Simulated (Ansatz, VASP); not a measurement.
One calculation of WF2, two programs

INCAR

```
  ALGO = Normal
  EDIFF = 1E-7
  ENCUT = 520
  GGA = PS
  ISIF = 2
  ISMEAR = 0
  LASPH = True
  LCHARG = True
  LELF = True
  LREAL = False
  LVHAR = True
  LWAVE = False
  NBANDS = 21
  NELM = 100
  PREC = Accurate
  SIGMA = 0.1
```

KPOINTS

```
k-points
0
Gamma
  14 14 14
```

File POSCAR:

```
WF2
1.0
    0.0000000000      2.8110445343      2.8110445343
    2.8110445343      0.0000000000      2.8110445343
    2.8110445343      2.8110445343      0.0000000000
W F
1 2
Direct
    0.0000000000      0.0000000000      0.0000000000
    0.2500000000      0.2500000000      0.2500000000
    0.7500000000      0.7500000000      0.7500000000
```

Input for Ansatz:

```yaml
crystal:
  lattice:
    - [0.0, 2.8110445343, 2.8110445343]
    - [2.8110445343, 0.0, 2.8110445343]
    - [2.8110445343, 2.8110445343, 0.0]
  atoms:
    - { symbol: W, position: [0.0, 0.0, 0.0] }
    - { symbol: F, position: [0.25, 0.25, 0.25] }
    - { symbol: F, position: [0.75, 0.75, 0.75] }
basis:
  ecutwfc: 420
kpoints:
  mp_grid: { grid: [14, 14, 14] }
hamiltonian:
  xc: pbesol
scf:
  occupations: { method: gaussian, width: 0.1 }
  lower_state_search: "off"
output:
  forces: true
  stress: true
  eigenvalues: true
```

Alike in both runs: task single point; functional PBEsol; k mesh 14 × 14 × 14; occupations gaussian, width 0.1 eV; no spin polarisation.

```csv
,VASP,Ansatz
version,VASP 6.6.1,Ansatz 0.2.0
potentials or method,"VASP PAW PBE potentials, release 64 (W_sv, F)","scalar-relativistic, plane waves, PAW"
plane-wave cutoff (eV),520,420
valence electrons in the cell,28,28
```

|  | VASP | Ansatz | Ansatz less VASP |
| --- | --- | --- | --- |
| gap on the k mesh at the Fermi level (eV) | none | none | - |
| pressure (GPa) | -22.1 | -22.1 | -0.01 |

A gap of «none» marks a metal or a gap that the smearing closes.

Caveats: so large a pressure means that the cell lies far from this level's equilibrium, or that cutoff or potentials fall short (VASP); the potentials were made for another functional, which shifts forces and pressure (VASP). Spin-orbit coupling is left out, which matters for the levels of W.
